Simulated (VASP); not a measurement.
# Mg2ZnTeS2 (I4/mmm) in VASP: single point with r2SCAN

Aim: the single point of Mg2ZnTeS2 with r2SCAN.

Program: VASP 6.6.1. These are calculated values, not measurements. Logs are shortened: lines on timing, memory, paths and dates and some standing lists are left out, and cuts for length are marked.

## Step 1: Starting point

It takes space group I4/mmm (No. 139, tetragonal). The conventional cell has a = 3.804 Å, b = 3.804 Å, c = 16.999 Å, α = 90.00°, β = 90.00°, γ = 90.00°. Mg (site symmetry 4mm) is surrounded by 5 S at 2.54 to 2.69 Å. Around Zn (site symmetry 4/mmm) lie 4 Te at 2.69 Å and 2 S at 2.91 Å. Around Te (site symmetry 4/mmm) lie 4 Zn at 2.69 Å and 2 Mg at 3.05 Å. Around S (site symmetry 4mm) lie 5 Mg at 2.54 to 2.69 Å and 1 Zn at 2.91 Å.

The cell was built by a generator and needn't be a form met in nature.

## Step 2: Single point, r2SCAN

Input file INCAR:

```
ALGO = Normal
EDIFF = 1E-6
ENCUT = 520
ISIF = 2
ISMEAR = 0
KPAR = 8
LASPH = True
LCHARG = False
LMIXTAU = True
LREAL = False
LWAVE = False
METAGGA = R2SCAN
NELM = 150
PREC = Accurate
SIGMA = 0.1
```

Input file KPOINTS:

```
k-points
0
Gamma
  12 12 12
```

Input file POSCAR:

```
Mg2ZnTeS2
1.0
   -1.9017800000      1.9017800000      8.4995100000
    1.9017800000     -1.9017800000      8.4995100000
    1.9017800000      1.9017800000     -8.4995100000
Mg Zn Te S
2 1 1 2
Direct
    0.8202860000      0.8202860000      0.0000000000
    0.1797140000      0.1797140000      0.0000000000
    0.5000000000      0.5000000000      0.0000000000
    0.0000000000      0.0000000000      0.0000000000
    0.6711030000      0.6711030000      0.0000000000
    0.3288970000      0.3288970000      0.0000000000
```

Potentials or basis: VASP PAW PBE potentials, release 64 (Mg, Zn, Te, S).

Started as:

```sh
$ cat potpaw_PBE.64/Mg/POTCAR potpaw_PBE.64/Zn/POTCAR potpaw_PBE.64/Te/POTCAR potpaw_PBE.64/S/POTCAR > POTCAR
$ mpirun -np 8 vasp_std > vasp.out
```

OUTCAR:

```text
EDIFF = 1E-6
   ENCUT = 520
   ISIF = 2
   ISMEAR = 0
   LASPH = True
   LREAL = False
   METAGGA = R2SCAN
   NELM = 150
   PREC = Accurate

 ion  position               nearest neighbor table
   1  0.820  0.820  0.000-   5 2.54   6 2.69   6 2.69   6 2.69   6 2.69   4 3.05   2 3.60   2 3.60
                             2 3.60   2 3.60
   2  0.180  0.180  0.000-   6 2.54   5 2.69   5 2.69   5 2.69   5 2.69   4 3.05   1 3.60   1 3.60
                             1 3.60   1 3.60
   3  0.500  0.500  0.000-   4 2.69   4 2.69   4 2.69   4 2.69   6 2.91   5 2.91
   4  0.000  0.000  0.000-   3 2.69   3 2.69   3 2.69   3 2.69   2 3.05   1 3.05
   5  0.671  0.671  0.000-   1 2.54   2 2.69   2 2.69   2 2.69   2 2.69   3 2.91
   6  0.329  0.329  0.000-   2 2.54   1 2.69   1 2.69   1 2.69   1 2.69   3 2.91

  LATTYP: Found a body centered tetragonal cell.
 ALAT       =     3.8035600000
 C/A-ratio  =     4.4692393442

  Lattice vectors:

 A1 = (  -1.9017800000,   1.9017800000,   8.4995100000)
 A2 = (   1.9017800000,  -1.9017800000,   8.4995100000)
 A3 = (   1.9017800000,   1.9017800000,  -8.4995100000)

Analysis of symmetry for initial positions (statically):
=====================================================================
 Subroutine PRICEL returns:
 Original cell was already a primitive cell.

 Routine SETGRP: Setting up the symmetry group for a
 body centered tetragonal supercell.

 Subroutine GETGRP returns: Found 16 space group operations
 (whereof 16 operations were pure point group operations)
 out of a pool of 16 trial point group operations.

The static configuration has the point symmetry D_4h.

Analysis of symmetry for dynamics (positions and initial velocities):
=====================================================================
 Subroutine PRICEL returns:
 Original cell was already a primitive cell.

 Routine SETGRP: Setting up the symmetry group for a
 body centered tetragonal supercell.

 Subroutine GETGRP returns: Found 16 space group operations
 (whereof 16 operations were pure point group operations)
 out of a pool of 16 trial point group operations.

The dynamic configuration has the point symmetry D_4h.

 Subroutine INISYM returns: Found 16 space group operations
 (whereof 16 operations are pure point group operations),
 and found     1 'primitive' translations

----------------------------------------------------------------------------------------

                                     Primitive cell

  volume of cell :     122.9630

  direct lattice vectors                    reciprocal lattice vectors
    -1.901780000  1.901780000  8.499510000     0.000000000  0.262911588  0.058826921
     1.901780000 -1.901780000  8.499510000     0.262911588  0.000000000  0.058826921
     1.901780000  1.901780000 -8.499510000     0.262911588  0.262911588  0.000000000

  length of vectors
     8.914886683  8.914886683  8.914886683     0.269412527  0.269412527  0.371813134

  position of ions in fractional coordinates (direct lattice)
     0.820286000  0.820286000  0.000000000
     0.179714000  0.179714000  0.000000000
     0.500000000  0.500000000  0.000000000
     0.000000000  0.000000000  0.000000000
     0.671103000  0.671103000  0.000000000
     0.328897000  0.328897000  0.000000000

  ion indices of the primitive-cell ions
   primitive index   ion index
                 1           1
                 2           2
                 3           3
                 4           4
                 5           5
                 6           6

----------------------------------------------------------------------------------------

 KPOINTS: k-points

Automatic generation of k-mesh.
 Grid dimensions read from file:
 generate k-points for:   12   12   12

 Generating k-lattice:

  Cartesian coordinates                     Fractional coordinates (reciprocal lattice)
     0.000000000  0.021909299  0.004902243     0.083333333  0.000000000  0.000000000
     0.021909299  0.000000000  0.004902243     0.000000000  0.083333333  0.000000000
     0.021909299  0.021909299  0.000000000     0.000000000  0.000000000  0.083333333

  Length of vectors
     0.022451044  0.022451044  0.030984428

  Shift w.r.t. Gamma in fractional coordinates (k-lattice)
     0.000000000  0.000000000  0.000000000

 Subroutine IBZKPT returns following result:
 ===========================================

 Found    163 irreducible k-points:

 Following reciprocal coordinates:
            Coordinates               Weight
  0.000000  0.000000  0.000000      1.000000
  0.083333  0.000000  0.000000      8.000000
  0.166667 -0.000000  0.000000      8.000000
  0.250000 -0.000000  0.000000      8.000000
  0.333333 -0.000000  0.000000      8.000000
  0.416667  0.000000  0.000000      8.000000
[... 16 lines left out ...]
  0.500000  0.166667  0.000000     16.000000
 -0.416667  0.166667  0.000000     16.000000
 [... further k-points ...]
   k-points           NKPTS =    163   k-points in BZ     NKDIM =    163   number of bands    NBANDS=     21
   number of dos      NEDOS =    301   number of ions     NIONS =      6
   total plane-waves  NPLWV = 343000
   dimension x,y,z NGX =    70 NGY =   70 NGZ =   70
   dimension x,y,z NGXF=   140 NGYF=  140 NGZF=  140
   ions per type =               2   1   1   2
   NGX,Y,Z   is equivalent  to a cutoff of  13.05, 13.05, 13.05 a.u.
   NGXF,Y,Z  is equivalent  to a cutoff of  26.11, 26.11, 26.11 a.u.
 SYSTEM =  unknown system
   PREC   = accura    normal or accurate (medium, high low for compatibility)
   ISTART =      0    job   : 0-new  1-cont  2-samecut
   ICHARG =      2    charge: 1-file 2-atom 10-const
   ISPIN  =      1    spin polarized calculation?
   LNONCOLLINEAR =      F non collinear calculations
   LSORBIT =      F    spin-orbit coupling
   LASPH  =      T    aspherical Exc in radial PAW
   ENCUT  =  520.0 eV  38.22 Ry    6.18 a.u.  16.58 16.58 16.58*2*pi/ulx,y,z
   NELM   =    150;   NELMIN=  2; NELMDL= -5     # of ELM steps
   EDIFF  = 0.1E-05   stopping-criterion for ELM
   LREAL  =      F    real-space projection
   EDIFFG = 0.1E-04   stopping-criterion for IOM
   NSW    =      0    number of steps for IOM
   IBRION =     -1    ionic relax: 0-MD 1-quasi-New 2-CG
   NFREE  =      0    steps in history (QN), initial steepest desc. (CG)
   ISIF   =      2    stress and relaxation
   ISYM   =      2    0-nonsym 1-usesym 2-fastsym
   POTIM  = 0.5000    time-step for ionic-motion
   TEBEG  =    0.0;   TEEND  =   0.0 temperature during run
   PSTRESS=    0.0 pullay stress
   NELECT =      34.0000    total number of electrons
   NUPDOWN=      -1.0000    fix difference up-down
   EMIN   =  10.00;   EMAX   =-10.00  energy-range for DOS
   EFERMI =   0.00;   METHOD = LEGACY
   ISMEAR =     0;   SIGMA  =   0.10  broadening in eV -4-tet -1-fermi 0-gaus
   EFERMI_NEDOS =   21; number of points for ismear=-14 and -15
   IALGO  =     38    algorithm
   IMIX   =      4    mixing-type and parameters
     AMIX     =   0.40;   BMIX     =  1.00
     AMIX_MAG =   1.60;   BMIX_MAG =  1.00
  volume/ion in A,a.u.               =      20.49       138.30
  Fermi-wavevector in a.u.,A,eV,Ry     =   1.066538  2.015465 15.476671  1.137503
  Thomas-Fermi vector in A             =   2.202125
   LORBIT       =      0    0 simple, 1 ext, 2 COOP (PROOUT), +10 PAW based schemes
   METAGGA = R2SCAN    functional components
   LHFCALC =     F    Hartree Fock is set to
   AEXX    =    0.0000 exact exchange contribution
   IVDW    =     0    specifies the selected vdW correction
   LEPSILON=     F    determine dielectric tensor
   LRPA    =     F    only Hartree local field effects (RPA)
 non-spin polarized calculation
 Gauss-broadening in eV      SIGMA  =   0.10
  energy-cutoff  :      520.00
  volume of cell :      122.96
 maximum number of plane-waves:      3336
 NGX is ok and might be reduce to    70
   NGX = 33   NGY = 33   NGZ = 33

 number of electron      33.9999994 magnetization

 Free energy of the ion-electron system (eV)
  ---------------------------------------------------
  ext. energy  EPLUGINS =         0.00000000
  ---------------------------------------------------
  free energy    TOTEN  =       -65.12988579 eV

  energy without entropy =      -65.12647125  energy(sigma->0) =      -65.12817852

 E-fermi :   4.1704     XC(G=0): -10.0908

 val. band max:        4.1652003090   @ k =   0.4167   0.4167   0.0000
 cond. band min:       4.1795628128   @ k =   0.5000   0.5000   0.0833
 fundamental gap:      0.0143625037
 Fermi energy:         4.1704142667

 k-point     1 :       0.0000    0.0000    0.0000
  band No.  band energies     occupation
      1      -9.2780      2.00000
      2      -8.3089      2.00000
      3      -8.1859      2.00000
      4      -3.2524      2.00000
      5      -3.2224      2.00000
      6      -3.0638      2.00000
[... 13 lines left out ...]
     20       7.2594      0.00000
     21       8.8642      0.00000

 k-point     2 :       0.0833    0.0000    0.0000
  band No.  band energies     occupation
      1      -9.2323      2.00000
      2      -8.3111      2.00000
      3      -8.1222      2.00000
      4      -3.2510      2.00000
      5      -3.2420      2.00000
      6      -3.0730      2.00000
[... 13 lines left out ...]
     20       7.4750      0.00000
     21       9.0780      0.00000

 k-point     3 :       0.1667   -0.0000    0.0000
  band No.  band energies     occupation
      1      -9.1014      2.00000
      2      -8.2878      2.00000
      3      -7.9717      2.00000
      4      -3.2940      2.00000
      5      -3.2521      2.00000
      6      -3.0982      2.00000
[... 13 lines left out ...]
     20       8.1024      0.00000
     21       9.6479      0.00000
[... 457 lines left out ...]
 k-point    23 :       0.5000    0.1667    0.0000
  band No.  band energies     occupation
      1      -8.2111      2.00000
      2      -8.1844      2.00000
      3      -7.1811      2.00000
      4      -3.4690      2.00000
      5      -3.3594      2.00000
      6      -3.1792      2.00000
[... 13 lines left out ...]
     20       8.5570      0.00000
     21       9.5172      0.00000

 k-point    24 :      -0.4167    0.1667    0.0000
  band No.  band energies     occupation
      1      -8.3572      2.00000
      2      -8.1142      2.00000
      3      -7.2474      2.00000
      4      -3.4933      2.00000
      5      -3.2963      2.00000
      6      -3.1726      2.00000
[... 13 lines left out ...]
     20       8.5416      0.00000
     21       9.8071      0.00000

 [... further k-points ...]

------------------------ aborting loop because EDIFF is reached ----------------------------------------

  FORCE on cell =-STRESS in cart. coord.  units (eV):
  Direction    XX          YY          ZZ          XY          YZ          ZX
  --------------------------------------------------------------------------------------
  -------------------------------------------------------------------------------------
  Total       -1.0622596     -1.0622596     -1.0115867      0.0000000      0.0000000      0.0000000
  in kB      -13.8409786    -13.8409786    -13.1807235      0.0000000      0.0000000      0.0000000
  external PRESSURE =     -13.6208936 kB  Pullay stress =       0.0000000 kB

 VOLUME and BASIS-vectors are now :
 -----------------------------------------------------------------------------
  energy-cutoff  :      520.00
  volume of cell :      122.96
      direct lattice vectors                 reciprocal lattice vectors
    -1.901780000  1.901780000  8.499510000     0.000000000  0.262911588  0.058826921
     1.901780000 -1.901780000  8.499510000     0.262911588  0.000000000  0.058826921
     1.901780000  1.901780000 -8.499510000     0.262911588  0.262911588  0.000000000

 POSITION                                       TOTAL-FORCE (eV/Angst)
 -----------------------------------------------------------------------------------
      0.00000      0.00000     13.94406        -0.000000     -0.000000      0.002685
      0.00000      0.00000      3.05496        -0.000000     -0.000000     -0.002685
      0.00000      0.00000      8.49951        -0.000000     -0.000000     -0.000000
      0.00000      0.00000      0.00000        -0.000000     -0.000000     -0.000000
      0.00000      0.00000     11.40809         0.000000      0.000000      0.041147
      0.00000      0.00000      5.59093        -0.000000     -0.000000     -0.041147
 -----------------------------------------------------------------------------------
    total drift:                                0.000000     -0.000000     -0.000000

  FREE ENERGIE OF THE ION-ELECTRON SYSTEM (eV)
  ---------------------------------------------------
  free  energy   TOTEN  =       -65.1298857894 eV

  energy  without entropy=      -65.1264712498  energy(sigma->0) =      -65.12817852
```

It took 27 min on 8 MPI ranks of Intel Xeon Platinum 8488C (Sapphire Rapids), shared host; peak memory 1.2 GiB.

What came out:

```yaml
Free_energy: -65.1299 eV
Pressure: -1.4 GPa
Largest_force: 0.041 eV/Å
Band_gap_on_the_k_mesh: none (metal or under the smearing width)
```

Forces on the atoms (eV/Å):
```
Mg   0.000  0.000  0.003
Mg   0.000  0.000 -0.003
Zn   0.000  0.000  0.000
Te   0.000  0.000  0.000
S    0.000  0.000  0.041
S    0.000  0.000 -0.041
```

Caveat: the PAW data sets were made with another functional, which shifts forces and pressure a little. Spin-orbit coupling is left out, which matters for the levels of Te.
